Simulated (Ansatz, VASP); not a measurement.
# Cross-check of SnO (Romarchite) between VASP and Ansatz

Wanted: the spread between two codes on one cell, functional and k mesh. The structure shown is the start of the Ansatz relaxation below; VASP solves that cell, so the two are compared at the walk's first step.

Method: plane waves, with VASP 6.6.1 beside it; single point at PBE with D3(BJ), in Ansatz 0.2.0.

## (1) Starting point

The structure is tetragonal, space group P4/nmm (No. 129). The conventional cell has a = 3.862 Å, b = 3.862 Å, c = 4.791 Å, α = 90.00°, β = 90.00°, γ = 90.00°. Nearest to O lie 4 Sn at 2.26 Å. Nearest to Sn lie 4 O at 2.26 Å. Farther neighbours and most contacts between anions are not listed.

## (2) Ansatz: relaxation, PBE with D3(BJ)

Ansatz runs on its PAW soft_1 files.

The two programs are compared at the cell with which this relaxation starts, whose forces are those of its first step.

input.yaml reads:

```yaml
crystal:
  lattice:
    - [3.8621392584, 0.0, 0.0]
    - [0.0, 3.8621392584, 0.0]
    - [0.0, 0.0, 4.7913595555]
  atoms:
    - { symbol: O, position: [0.0, 0.0, 0.0] }
    - { symbol: O, position: [0.5, 0.5, 0.0] }
    - { symbol: Sn, position: [0.5, 0.0, 0.2432607667] }
    - { symbol: Sn, position: [0.0, 0.5, 0.7567392333] }
kpoints:
  mp_grid: { grid: [12, 12, 10] }
hamiltonian:
  xc: pbe
  dispersion: d3bj
  pseudopotentials: { kind: paw, azcp: { folder: soft_1 } }
scf:
  occupations: { method: methfessel_paxton, width: 0.2 }
output:
  forces: true
  stress: true
  eigenvalues: true
relax:
  adjacent_minimum: "off"
  f_tol: 0.001
  max_steps: 60
  cell: { stress_tol: 0.01, fix: [volume] }
```

On the command line:

```sh
ansatz run input.yaml --threads 8 --pin off --max-ram 16384MiB --backend cpu --events-out ev --progress --plain --runs-dir out
```

Numbers of over 12 decimals in the logs are rounded to 6 here.

Output:

```text
Engine: ansatz 0.2.0, aarch64-unknown-linux-gnu
Pseudopotentials: kind: paw
Pseudopotential: O, paw, valence charge 6, recommended cutoff 420 eV (normal), soft_1/O.paw.azcp
Pseudopotential: Sn, paw, valence charge 14, recommended cutoff 420 eV (normal), soft_1/Sn.paw.azcp
Functional definition: PBE
  parameter kappa = 0.804
  parameter beta = 0.066725
  exchange = pbe_x(kappa = kappa, mu = beta*pi^2/3)
  correlation = pbe_c(beta = beta)
Crystal: 4 atoms, lattice volume = 71.468 Å³
Basis set: ecut = 420 eV, 1409 PW (Γ), exchange–correlation on 54×54×72 points (8 copies of the dense FFT grid, shifted against one another)
Bands: 24, of which v1, the nominal top of the filled ones, is band 20 counted from 1 (19 counted from 0)
Symmetry: 16 space group operations
Space group: P4/nmm (ITA 129), of the structure as read, at distance tolerance 4.1e-5 Å
k-points: 168 of 1440
Non-local potential: O, projectors of the file, l = 0: 2, l = 1: 2, l = 2: 1
Non-local potential: Sn, projectors of the file, l = 0: 2, l = 1: 2, l = 2: 2, l = 3: 1
PAW form: soft (Blöchl's): semilocal exchange-correlation on the pseudo side does not see the compensation charge
PAW one-centre angular grid: O, 110 points (default); XC on 64 Gauss nodes
PAW one-centre angular grid: Sn, 590 points (default); XC on 64 Gauss nodes
Initial density: superposition of atomic densities (chi_scale 0.1, normalization cell, long waves kept (reshape's long-wave potential 0.15 eV rms))
Initial wavefunctions: pseudopotential atomic-orbital guess
Functional: x = pbe(κ = 0.804, μ = 0.219515), c = pbe(β = 0.066725)
SCF iter   1: F=—  HF=-13184.962688 eV  |F-HF|=—  |Δ(HF+E_count)|=         —  Δρ=4.77e-2  dr2=2.06e0  ethr=3.10e-3  ⟨swp⟩=5.4  Hψ=18061  notcnv=0
preconditioner: auto → Kerker (q_TF=auto, 2.477 Å⁻¹)  [metal: Δε(μ)=0.028 eV  Ē_g=18.256 eV  σ=0.200 eV  W_gap=0.12  n_scr=18 (ndim 8)  ℏωp=27.8 eV  f_vac=0.000  D(μ)=0.18/eV (n_scr^D=0)]
SCF iter   2: F=—  HF=-13184.626183 eV  |F-HF|=—  |Δ(HF+E_count)|=   3.37e-1  S|Δr|=    0.00e0  Δρ=2.51e-2  dr2=7.11e-1  ethr=3.10e-3  ⟨swp⟩=3.0  Hψ=9391  notcnv=0
SCF iter   3: F=—  HF=-13184.501783 eV  |F-HF|=—  |Δ(HF+E_count)|=   1.24e-1  S|Δr|=    0.00e0  Δρ=1.57e-2  dr2=2.18e-1  ethr=1.78e-3  ⟨swp⟩=2.6  Hψ=7681  notcnv=0
SCF iter   4: F=—  HF=-13184.471430 eV  |F-HF|=—  |Δ(HF+E_count)|=   3.04e-2  S|Δr|=    0.00e0  Δρ=4.89e-3  dr2=2.48e-2  ethr=5.45e-4  ⟨swp⟩=2.2  Hψ=6094  notcnv=0
SCF iter   5: F=—  HF=-13184.471448 eV  |F-HF|=—  |Δ(HF+E_count)|=   1.76e-5  S|Δr|=    0.00e0  Δρ=1.48e-3  dr2=3.03e-3  ethr=6.21e-5  ⟨swp⟩=2.6  Hψ=7372  notcnv=0
SCF iter   6: F=—  HF=-13184.472331 eV  |F-HF|=—  |Δ(HF+E_count)|=   8.83e-4  S|Δr|=    0.00e0  Δρ=6.51e-4  dr2=5.06e-4  ethr=7.58e-6  ⟨swp⟩=2.9  Hψ=7321  notcnv=0
SCF iter   7: F=—  HF=-13184.472530 eV  |F-HF|=—  |Δ(HF+E_count)|=   1.99e-4  S|Δr|=    0.00e0  Δρ=2.15e-4  dr2=4.75e-5  ethr=1.26e-6  ⟨swp⟩=2.9  Hψ=7535  notcnv=0
SCF iter   8: F=—  HF=-13184.472552 eV  |F-HF|=—  |Δ(HF+E_count)|=   2.15e-5  S|Δr|=    0.00e0  Δρ=7.94e-5  dr2=4.23e-6  ethr=1.19e-7  ⟨swp⟩=3.0  Hψ=7429  notcnv=0
SCF iter   9: F=—  HF=-13184.472554 eV  |F-HF|=—  |Δ(HF+E_count)|=   2.69e-6  S|Δr|=    0.00e0  Δρ=2.83e-5  dr2=5.26e-7  ethr=1.06e-8  ⟨swp⟩=2.1  Hψ=7065  notcnv=0
SCF iter  10: F=-13184.472554 eV  HF=-13184.472554 eV  |F-HF|=1.72e-8  |Δ(HF+E_count)|=   7.18e-8  S|Δr|=    0.00e0  Δρ=5.77e-6  dr2=1.94e-8  ethr=2.50e-10  ⟨swp⟩=6.9  Hψ=20376  notcnv=0
SCF 1 converged in 10 iterations: F = -13184.472554 eV  dr2 = 1.94e-8
  greatest PAW one-centre occupation: 0.993 electrons in one spin orbital (limit 2), on the Sn atom at site 3 (counted from 0), in its partial waves of l = 2
relax step   1: F+E_penalty+E_count = -13184.47255442 eV  Δ(F+E_penalty+E_count) = +0.000e0 eV  max|allowed force component| = 2.502e-1 eV/Å  Δτ_max = 0.0000 Å  P = -1.742 GPa  Ω = 71.468 Å³  fix = [volume]  reactions: volume -1.742 GPa  (10 SCF iters, dr2 threshold 1.00e-7 eV, accepted)
[...]
relax step   6: F+E_penalty+E_count = -13184.47759761 eV  Δ(F+E_penalty+E_count) = -5.597e-5 eV  max|allowed force component| = 2.732e-4 eV/Å  Δτ_max = 0.0000 Å  P = -0.618 GPa  Ω = 71.468 Å³  fix = [volume]  reactions: volume -0.618 GPa  stress off target by 2.49e-2 GPa on what of the cell is left free  SCF on the basis re-selected at this cell (its energy is not comparable with the rows above)  (8 SCF iters)
[...]
relax step   7: F+E_penalty+E_count = -13184.47760051 eV  Δ(F+E_penalty+E_count) = -2.900e-6 eV  max|allowed force component| = 2.218e-5 eV/Å  Δτ_max = 0.0002 Å  P = -0.602 GPa  Ω = 71.468 Å³  energy of the carried Pulay correction = -2.825e-7 eV  fix = [volume]  reactions: volume -0.602 GPa  (5 SCF iters, dr2 threshold 1.54e-9 eV, accepted)
[...]
relax step   8: F+E_penalty+E_count = -13184.47759971 eV  Δ(F+E_penalty+E_count) = +8.014e-7 eV  max|allowed force component| = 7.450e-6 eV/Å  Δτ_max = 0.0000 Å  P = -0.601 GPa  Ω = 71.468 Å³  fix = [volume]  reactions: volume -0.601 GPa  stress off target by 1.11e-3 GPa on what of the cell is left free  SCF on the basis re-selected at this cell (its energy is not comparable with the rows above)  (7 SCF iters)
basis re-selected at this cell: Δ(F+E_penalty+E_count) = +8.014e-7 eV, ΔP = +0.000 GPa vs the last step (what re-selecting the basis moved, of the pressure what is left beyond the Pulay correction that the steps carried, after the strain that the cell walked since its last selection, with what the two solves' SCF thresholds leave and, on support functions, any second-order correction that the steps lacked; it is no m [...]
SCF converged after 7 iterations
Stability not checked: this state was not tested for a lower state beside it, because cold or Methfessel-Paxton smearing, or corrected tetrahedra, fill the levels in a way that the test cannot read (fill_not_monotonic; see scf.lower_state_search)
Free energy (F): -13184.477600 eV
Harris-Foulkes:  -13184.477600 eV  (|F-HF|=0.00e0)
Internal energy: -13184.478467 eV  (E = F + TS)
E sigma→0 (E₀):  -13184.477817 eV
Entropy (-TS):   0.000868 eV (0.217 meV/atom)
Fermi energy:    9.735385 eV
Step filling:    the computed levels leave a gap of 0.1151 eV = 0.6 smearing widths at the electron count; against every level under it full and every level over it empty, smearing changes F+E_penalty+E_count by +0.411 meV and its σ→0 estimate by +0.194 meV
--- Per-component energies (eV) ---
  E_band       = -192.186771
  E_kinetic    = 671.502430
  E_local      = -2991.781113  (includes V_loc(G=0)·N_el)
  E_nonlocal   = 394.982287
  E_hartree    = 1403.970026
  E_xc         = -394.543878
  E_vxc        = -342.558678  (∫ρ·V_xc dr)
  E_paw        = -9063.566573  (= ΣΔE_a)
  E_vpaw       = -732.273849  (= ΣTr[D̂ρ^β])
  E_aug_tail   = 0.002091  (compensation charges beyond the density's cutoff)
  E_ewald      = -3204.122983
  E_disp       = -0.920754  (pairwise vdW)
  E_smearing   = 0.000868  (= −TS)
  E_closure    = 0.000000  (closes the sum)
  Σ components = -13184.477600   (vs F -13184.477600, Δ=0.00e0)
--- Forces (eV/Å), atoms counted from 1 ---
  atom   1  O     -0.00000000     0.00000000     0.00000000
  atom   2  O      0.00000000    -0.00000000    -0.00000000
  atom   3  Sn     0.00000000     0.00000000     0.00000745
  atom   4  Sn     0.00000000    -0.00000000    -0.00000745
  max |Σ_I F_I| component: 5.55e-17 eV/Å
--- Stress (GPa, compression-positive) ---
       -0.602044       0.000000       0.000000
        0.000000      -0.602044      -0.000000
        0.000000      -0.000000      -0.600383
  P = ⅓ Tr σ = -0.6015 GPa (-6.015 kbar)
--- Band table (eV; the first three rows and the last of 168) ---
  k-point 0: bands = [... 16 lower, 6.3601, 6.6462, 6.6462, 9.6503, 11.7701, 14.1877, 14.2619, 14.2619]
  k-point 1: bands = [... 16 lower, 6.3529, 6.6448, 6.6448, 9.5737, 11.6461, 13.9288, 13.9288, 14.2107]
  k-point 2: bands = [... 16 lower, 6.3344, 6.6408, 6.6408, 9.2963, 11.4358, 13.4059, 13.4059, 14.0881]
  k-point 167: bands = [... 16 lower, 6.9974, 6.9974, 7.2919, 7.2919, 12.0408, 12.0408, 13.7500, 13.7500]
--- Relaxed structure (6 steps of the walk, 6 accepted, 2 SCFs on fresh bases) ---
  F+E_penalty+E_count = -13184.47759971 eV   max|allowed force component| = 7.450e-6 eV/Å   (the final SCF, on the basis selected at the relaxed cell)
  cell:  # Å, volume = 71.4685 Å³
    - [3.845847, 0, 0]
    - [0, 3.845847, 0]
    - [0, 0, 4.832041]
  atoms:
    - { symbol: O, position: [0, 0, 0] }
    - { symbol: O, position: [0.500000, 0.500000, 0] }
    - { symbol: Sn, position: [0.500000, 0, 0.239680] }
    - { symbol: Sn, position: [0, 0.500000, 0.760320] }
```

In the SCF lines HF is the Harris–Foulkes energy and dr2 the Hartree energy of the density residual, in eV; the loop may stop once dr2 is under the threshold and the program's other checks hold. Hψ counts applications of the Hamiltonian.

## (3) VASP: single point, PBE with D3(BJ), start cell, pair 1

The same cell, functional, mesh and smearing now go to VASP, with its own data sets.

Lines of VASP's logs that name or quote its potential files are left out, and so is its time.

INCAR reads:

```
SYSTEM = SnO
PREC = Accurate
ENCUT = 520
EDIFF = 1E-06
NELM = 120
ISMEAR = 1
SIGMA = 0.2
LREAL = .FALSE.
ALGO = Normal
GGA = PE
IVDW = 12
NBANDS = 26
LORBIT = 11
LWAVE = .FALSE.
LCHARG = .FALSE.
ISIF = 2
LASPH = .TRUE.
GGA_COMPAT = .FALSE.
EFERMI = MIDGAP
KPAR = 2
```

POSCAR reads:

```
SnO
1.0
    3.8621390000      0.0000000000      0.0000000000
    0.0000000000      3.8621390000      0.0000000000
    0.0000000000      0.0000000000      4.7913600000
O Sn
2 2
Direct
    0.0000000000      0.0000000000      0.0000000000
    0.5000001295      0.5000001295      0.0000000000
    0.5000001295      0.0000000000      0.2432607861
    0.0000000000      0.5000001295      0.7567392139
```

KPOINTS reads:

```
Automatic mesh
0
Gamma
12 12 10
0 0 0
```

PAW data sets: O and Sn_d (PBE family, release 64).

On the command line:

```sh
mpirun -np 2 vasp_std
```

Output:

```text
[banner, memory and clock lines left out]
running    2 mpi-ranks, on    1 nodes
 distrk:  each k-point on    1 cores,    2 groups
 distr:  one band on    1 cores,    1 groups

 POSCAR found type information on POSCAR O Sn
 POSCAR found :  2 types and       4 ions
 LDA part: xc-table for (Slater+PW92), standard interpolation
 POSCAR, INCAR and KPOINTS ok, starting setup
 FFT: planning ... GRIDC
 FFT: planning ... GRID_SOFT
 FFT: planning ... GRID
 WAVECAR not read
 entering main loop
       N       E                     dE             d eps       ncg     rms          rms(c)
DAV:   1     0.401612128928E+03    0.40161E+03   -0.20333E+04  8898   0.234E+03
DAV:   2     0.331666962766E+02   -0.36845E+03   -0.35792E+03  9280   0.537E+02
DAV:   3    -0.237208649939E+02   -0.56888E+02   -0.55686E+02 10126   0.186E+02
DAV:   4    -0.263863961958E+02   -0.26655E+01   -0.26536E+01 10312   0.423E+01
DAV:   5    -0.264477125157E+02   -0.61316E-01   -0.61239E-01 10312   0.694E+00    0.117E+01
DAV:   6    -0.227494186265E+02    0.36983E+01   -0.19561E+01 14374   0.492E+01    0.504E+00
DAV:   7    -0.227225260184E+02    0.26893E-01   -0.23009E+00 10230   0.939E+00    0.251E+00
DAV:   8    -0.227124557815E+02    0.10070E-01   -0.36786E-01 11606   0.417E+00    0.852E-01
DAV:   9    -0.227017976970E+02    0.10658E-01   -0.71386E-02 14400   0.262E+00    0.255E-01
DAV:  10    -0.227034714060E+02   -0.16737E-02   -0.11836E-02 13068   0.988E-01    0.192E-01
DAV:  11    -0.227027257819E+02    0.74562E-03   -0.38041E-03 13348   0.558E-01    0.234E-02
DAV:  12    -0.227027792950E+02   -0.53513E-04   -0.45873E-04  9146   0.128E-01    0.375E-02
DAV:  13    -0.227027738833E+02    0.54117E-05   -0.42400E-05 12764   0.641E-02    0.604E-03
DAV:  14    -0.227027736597E+02    0.22357E-06   -0.50493E-06 10322   0.144E-02
   1 F= -.23623775E+02 E0= -.23624072E+02  d E =0.890750E-03
```

OUTCAR, selected parts (step 3):

```text
ion  position               nearest neighbor table
   1  0.000  0.000  0.000-   3 2.26   4 2.26   3 2.26   4 2.26
   2  0.500  0.500  0.000-   3 2.26   4 2.26   3 2.26   4 2.26
   3  0.500  0.000  0.243-   1 2.26   2 2.26   2 2.26   1 2.26   4 3.59   4 3.59   4 3.59   4 3.59
                             4 3.68   4 3.68   4 3.68   4 3.68
   4  0.000  0.500  0.757-   1 2.26   2 2.26   2 2.26   1 2.26   3 3.59   3 3.59   3 3.59   3 3.59
                             3 3.68   3 3.68   3 3.68   3 3.68

  LATTYP: Found a simple tetragonal cell.
 ALAT       =     3.8621390000
 C/A-ratio  =     1.2405975031

 Subroutine GETGRP returns: Found 16 space group operations
 (whereof  8 operations were pure point group operations)

The static configuration has the point symmetry D_2d.
 The point group associated with its full space group is D_4h.

 Found    168 irreducible k-points:

   k-points           NKPTS =    168   k-points in BZ     NKDIM =    168   number of bands    NBANDS=     26

   dimension x,y,z NGX =    30 NGY =   30 NGZ =   36
   dimension x,y,z NGXF=    60 NGYF=   60 NGZF=   72

   ENCUT  =  520.0 eV  38.22 Ry    6.18 a.u.   7.18  7.18  8.91*2*pi/ulx,y,z

   NELECT =      40.0000    total number of electrons

 k-points in reciprocal lattice and weights: Automatic mesh
   0.00000000  0.00000000  0.00000000       0.001
   0.08333333  0.00000000  0.00000000       0.003
   0.16666667  0.00000000  0.00000000       0.003
   0.25000000  0.00000000  0.00000000       0.003
   0.33333333  0.00000000  0.00000000       0.003
   0.41666667  0.00000000  0.00000000       0.003
   0.50000000  0.00000000  0.00000000       0.001
   0.08333333  0.08333333  0.00000000       0.003
   0.16666667  0.08333333  0.00000000       0.006
[...]
0.50000000  0.41666667  0.50000000       0.003
   0.50000000  0.50000000  0.50000000       0.001

 average (electrostatic) potential at core
       1 -68.9735       2 -68.9735       3-100.2291       4-100.2291

 E-fermi :   6.8771

 k-point     1 :       0.0000    0.0000    0.0000
  band No.  band energies     occupation
    ...
     16       0.9023      2.00000
     17       3.5995      2.00000
     18       3.8859      2.00000
     19       3.8859      2.00000
     20       6.7912      1.65805
     21       8.9276     -0.00000
     22      11.3317      0.00000
     23      11.3317      0.00000
     24      11.4840      0.00000
     25      12.6347      0.00000
    ...

 k-point     2 :       0.0833    0.0000    0.0000
  band No.  band energies     occupation
    ...
     16       0.9465      2.00000
     17       3.4947      2.00000
     18       3.8221      2.00000
     19       3.8259      2.00000
     20       6.7965      1.62429
     21       9.1343     -0.00000
     22      10.6935     -0.00000
     23      11.3746      0.00000
     24      11.7590      0.00000
     25      12.4572      0.00000
    ...

 k-point     3 :       0.1667    0.0000    0.0000
  band No.  band energies     occupation
    ...
     16       1.0770      2.00000
     17       3.2373      2.00000
     18       3.6522      2.00000
     19       3.6771      2.00000
     20       6.7113      1.99415
     21       9.6547     -0.00000
     22       9.9631     -0.00000
     23      11.5011      0.00000
     24      12.0432      0.00000
     25      12.0714      0.00000
    ...

 Edisp (eV)   -0.92100

  Total      -0.72816    -0.72816    -0.55406     0.00000     0.00000     0.00000
  in kB     -16.32375   -16.32375   -12.42081     0.00000     0.00000     0.00000
  external pressure =      -15.02 kB  Pullay stress =        0.00 kB

  energy-cutoff  :      520.00
  volume of cell :       71.47
      direct lattice vectors                 reciprocal lattice vectors
     3.862139000  0.000000000  0.000000000     0.258923876  0.000000000  0.000000000
     0.000000000  3.862139000  0.000000000     0.000000000  0.258923876  0.000000000
     0.000000000  0.000000000  4.791360000     0.000000000  0.000000000  0.208709010

 POSITION                                       TOTAL-FORCE (eV/Angst)
 -----------------------------------------------------------------------------------
      0.00000      0.00000      0.00000         0.000000      0.000000      0.000000
      1.93107      1.93107      0.00000         0.000000      0.000000      0.000000
      1.93107      0.00000      1.16555         0.000000      0.000000     -0.164894
      0.00000      1.93107      3.62581         0.000000      0.000000      0.164894
 -----------------------------------------------------------------------------------
    total drift:                               -0.000790     -0.000790      0.000000

  FREE ENERGIE OF THE ION-ELECTRON SYSTEM (eV)
  ---------------------------------------------------
  free  energy   TOTEN  =       -23.6237750656 eV

  energy  without entropy=      -23.6246658157  energy(sigma->0) =      -23.62407198

 total charge
# of ion       s       p       d       tot
------------------------------------------
    1        1.576   3.417   0.000   4.993
    2        1.576   3.417   0.000   4.993
    3        1.260   0.766  10.063  12.089
    4        1.260   0.766  10.063  12.089
--------------------------------------------------
tot          5.672   8.366  20.126  34.164

[... 3 further parts left out ...]
```

The run ends at a pressure of -1.50 GPa, with forces up to 0.16 eV/Å.

## (4) Side by side

Known differences besides the potentials themselves: the cutoff is 420 eV in Ansatz and 520 eV in VASP. Total energies have different zeros and are not compared.

Forces (eV/Å; atoms numbered as in POSCAR):

```
atom        Ansatz x, y, z          VASP x, y, z
  O1   0.000, 0.000, 0.000   0.000, 0.000, 0.000
  O2   0.000, 0.000, 0.000   0.000, 0.000, 0.000
 Sn3  0.000, 0.000, -0.250  0.000, 0.000, -0.165
 Sn4   0.000, 0.000, 0.250   0.000, 0.000, 0.165
```

The forces differ by 35 meV/Å r.m.s., which is 51.7 % of the r.m.s. force of 0.067 eV/Å (both taken over all components).

## (5) What the set-up changes

Further runs change the set-up of one program: Ansatz's method, potentials or start, or VASP's data sets, cutoff or form of LDA. The table gives that difference for each run.

```
                         run  r.m.s. force difference (meV/Å)
                    as above                               35
VASP with a cutoff of 600 eV (perhaps on Ansatz's relaxed cell)                               36
```

## (6) Ansatz: relaxation, PBE with D3(BJ)

The two programs are compared at the cell with which this relaxation starts, whose forces are those of its first step. The cell compared in this pair holds 72.87 Å³, against 71.47 Å³ for the pair before.

The structure compared here is the start of the Ansatz relaxation; VASP solves that cell, so the two are compared at the walk's first step.

input.yaml, the sections that differ from step 2:

```yaml
crystal:
  lattice:
    - [3.8708209531, 0.0, 0.0]
    - [0.0, 3.8708209531, 0.0]
    - [0.0, 0.0, 4.8634182718]
  atoms:
    - { symbol: O, position: [0.0, 0.0, 0.0] }
    - { symbol: O, position: [0.5, 0.5, 0.0] }
    - { symbol: Sn, position: [0.5, 0.0, 0.2396801577] }
    - { symbol: Sn, position: [0.0, 0.5, 0.7603198423] }
# kpoints, hamiltonian, scf, output, relax: as in step 2
```

On the command line:

```sh
ansatz run input.yaml --threads 8 --pin off --max-ram 16384MiB --backend cpu --events-out ev --progress --plain --runs-dir out
```

Output:

```text
[...]
Crystal: 4 atoms, lattice volume = 72.870 Å³
Basis set: ecut = 420 eV, 1457 PW (Γ), exchange–correlation on 54×54×72 points (8 copies of the dense FFT grid, shifted against one another)
Bands: 24, of which v1, the nominal top of the filled ones, is band 20 counted from 1 (19 counted from 0)
Symmetry: 16 space group operations
[...]
k-points: 168 of 1440
[...]
k-point 167: bands = [... 16 lower, 6.8004, 6.8004, 7.0408, 7.0408, 11.8112, 11.8112, 13.3366, 13.3366]
--- Relaxed structure (6 steps of the walk, 6 accepted, 2 SCFs on fresh bases) ---
[...]
cell:  # Å, volume = 72.8698 Å³
    - [3.853792, 0, 0]
    - [0, 3.853792, 0]
    - [0, 0, 4.906494]
  atoms:
    - { symbol: O, position: [0, 0, 0] }
    - { symbol: O, position: [0.5, 0.5, 0] }
    - { symbol: Sn, position: [0.5, 0, 0.236135] }
    - { symbol: Sn, position: [0, 0.5, 0.763865] }
[key lines of the parts left out:]
SCF converged after 7 iterations
Free energy (F): -13184.470108 eV
Fermi energy:    9.451778 eV
P = ⅓ Tr σ = -1.0999 GPa (-10.999 kbar)
```

[end of part 1 of 2]

[Lines on the potential files, build, host, timing and source positions are cut from VASP's logs without a mark.]

[Logs are printed without paths, hosts, clocks, repeated set-up lines and the standing remarks that a program may print on its own settings, such as how far it seeks lower states.]

[Hosts, paths, dates, database ids (printed as entryN), source tags and the programs' standing remarks are cut or masked in the printed files.]

[Rows of further runs with another cutoff or data set may stand on the cell that Ansatz relaxed, not on the start cell of the pair above them.]
